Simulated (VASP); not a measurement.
Input:

```xyz
2
Lattice="0.0000 2.7622 2.7622 2.7622 0.0000 2.7622 2.7622 2.7622 0.0000" Properties=species:S:1:pos:R:3 pbc="T T T"
Ca     0.0000     0.0000     0.0000
S      2.7622     2.7622     2.7622
```

Computed with PBE GGA with D3 dispersion (Becke-Johnson damping), VASP's PBE PAW potentials (set 64) (plane waves; VASP). Numerical set-up: 520 eV cut-off, 8×8×8 Γ-centred mesh, Gaussian smearing of 0.050 eV, potentials Ca_sv S.

Question: Predict the energy per atom (σ→0), pressure, band gap (on the k-mesh) with the smallest direct gap where there is one.

Answer: 
```yaml
band gap (on the k-mesh): 2.12 eV
smallest direct gap (on the k-mesh): 2.99 eV
energy per atom (σ→0): -530.9 kJ/mol of atoms
pressure: 4.35 GPa
```

The compound is CaS in the rock salt structure. This cell is one point of a volume scan, at 0.94 of the reference volume.
